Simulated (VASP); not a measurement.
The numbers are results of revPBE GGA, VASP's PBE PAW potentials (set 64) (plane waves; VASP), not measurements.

VASP ran on this input.

**INCAR**
```
# general
SYSTEM =Pt
PREC   =Accurate
ENCUT  =520
LREAL  =.FALSE.
LASPH  =.TRUE.   # aspherical one-centre terms

# electronic loop
EDIFF  =1E-7
NELM   =100   # most electronic steps
ALGO   =Normal
LMAXMIX=6   # l cut-off of mixed one-centre charges

# smearing
ISMEAR =1   # Methfessel-Paxton
SIGMA  =0.1   # width (eV)

# functional
GGA    =RE   # revPBE

# ions
ISIF   =2   # forces and stress, cell fixed

# output
LWAVE  =.FALSE.
LCHARG =.FALSE.
```

### KPOINTS
```
K-points
0
G
  16 16 16
0 0 0
```

File POSCAR:
```
Pt
2.7874310
  0.0000000000   0.7071067438   0.7071067438
  0.7071067438   0.0000000000   0.7071067438
  0.7071067438   0.7071067438   0.0000000000
Pt
1
Cart
  0.0000000000   0.0000000000   0.0000000000
```

POTCAR, in this order: Pt (PBE.64 set). Program: vasp_std.

The resulting files:

File OSZICAR:
```
       N       E                     dE             d eps       ncg     rms          rms(c)
DAV:   1     0.369301431751E+02    0.36930E+02   -0.55619E+03  2730   0.103E+03
DAV:   2    -0.547222991050E+01   -0.42402E+02   -0.40512E+02  2798   0.184E+02
DAV:   3    -0.590978219786E+01   -0.43755E+00   -0.42459E+00  3060   0.188E+01
DAV:   4    -0.591122866817E+01   -0.14465E-02   -0.14459E-02  3068   0.116E+00
DAV:   5    -0.591123801380E+01   -0.93456E-05   -0.93455E-05  2979   0.843E-02    0.122E+01
DAV:   6    -0.560346176442E+01    0.30778E+00   -0.79384E-01  2671   0.819E+00    0.657E+00
DAV:   7    -0.556657673093E+01    0.36885E-01   -0.15627E-01  2782   0.353E+00    0.246E+00
DAV:   8    -0.556350374020E+01    0.30730E-02   -0.63291E-03  2816   0.768E-01    0.488E-01
DAV:   9    -0.556334155945E+01    0.16218E-03   -0.16158E-04  2764   0.127E-01    0.189E-02
DAV:  10    -0.556334732596E+01   -0.57665E-05   -0.33892E-06  3115   0.170E-02    0.367E-03
DAV:  11    -0.556334730271E+01    0.23254E-07   -0.40502E-08  2215   0.207E-03
   1 F= -.55633473E+01 E0= -.55630403E+01  d E =-.921045E-03
```

### OUTCAR
```
------------------------ aborting loop because EDIFF is reached ----------------------------------------
  FORCE on cell =-STRESS in cart. coord.  units (eV):
  Direction    XX          YY          ZZ          XY          YZ          ZX
  --------------------------------------------------------------------------------------
  Total        0.7513291      0.7513291      0.7513291     -0.0000000      0.0000000     -0.0000000
  in kB       78.6037842     78.6037842     78.6037842     -0.0000000      0.0000000     -0.0000000
  external PRESSURE =      78.6037842 kB  Pullay stress =       0.0000000 kB
  volume of cell :       15.31
      direct lattice vectors                 reciprocal lattice vectors
     0.000000000  1.971011258  1.971011258    -0.253676887  0.253676887  0.253676887
     1.971011258  0.000000000  1.971011258     0.253676887 -0.253676887  0.253676887
     1.971011258  1.971011258  0.000000000     0.253676887  0.253676887 -0.253676887
 POSITION                                       TOTAL-FORCE (eV/Angst)
 -----------------------------------------------------------------------------------
      0.00000      0.00000      0.00000         0.000000     -0.000000      0.000000
 -----------------------------------------------------------------------------------
    total drift:                               -0.000000      0.000000      0.000000
  FREE ENERGIE OF THE ION-ELECTRON SYSTEM (eV)
  ---------------------------------------------------
  free  energy   TOTEN  =        -5.5633473027 eV

  energy  without entropy=       -5.5624262579  energy(sigma->0) =       -5.56304029
```
(Selected blocks of OUTCAR.)

File OUTCAR:
```
 val. band max:       10.9939190755   @ k =  -0.2500   0.1250   0.0000

 cond. band min:      11.0199447561   @ k =   0.5000   0.5000   0.0000


 Fermi energy:        11.0001390075

 k-point     1 :       0.0000    0.0000    0.0000
  band No.  band energies     occupation
      1       1.0097      2.00000
      2       7.3357      2.00000
      3       7.3357      2.00000
      4       7.3357      2.00000
      5       9.4290      2.00000
      6       9.4290      2.00000
      7      25.6960      0.00000
      8      30.5927      0.00000
      9      30.5927      0.00000

 k-point     2 :       0.0625    0.0000    0.0000
  band No.  band energies     occupation
      1       1.1647      2.00000
      2       7.2674      2.00000
      3       7.3967      2.00000
      4       7.3967      2.00000
      5       9.3952      2.00000
      6       9.3952      2.00000
      7      25.9344      0.00000
      8      29.7732      0.00000
      9      30.8285      0.00000

 k-point     3 :       0.1250    0.0000    0.0000
  band No.  band energies     occupation
      1       1.6116      2.00000
      2       7.1002      2.00000
      3       7.5495      2.00000
      4       7.5495      2.00000
      5       9.3320      2.00000
      6       9.3320      2.00000
      7      26.5609      0.00000
      8      28.1355      0.00000
      9      31.5077      0.00000

 k-point     4 :       0.1875    0.0000    0.0000
  band No.  band energies     occupation
      1       2.2849      2.00000
      2       6.9451      2.00000
      3       7.6922      2.00000
      4       7.6922      2.00000
      5       9.3575      2.00000
      6       9.3575      2.00000
      7      26.2719      0.00000
      8      27.2680      0.00000
      9      32.5323      0.00000

 k-point     5 :       0.2500    0.0000    0.0000
  band No.  band energies     occupation
      1       3.0302      2.00000
      2       6.9988      2.00000
      3       7.6990      2.00000
...
```

Unless said otherwise, spin-orbit coupling is left out, though it shifts the bands of the heavy elements here.

The compound is Pt in the fcc structure. This cell is one point of a volume scan, at 0.97 of the reference volume.
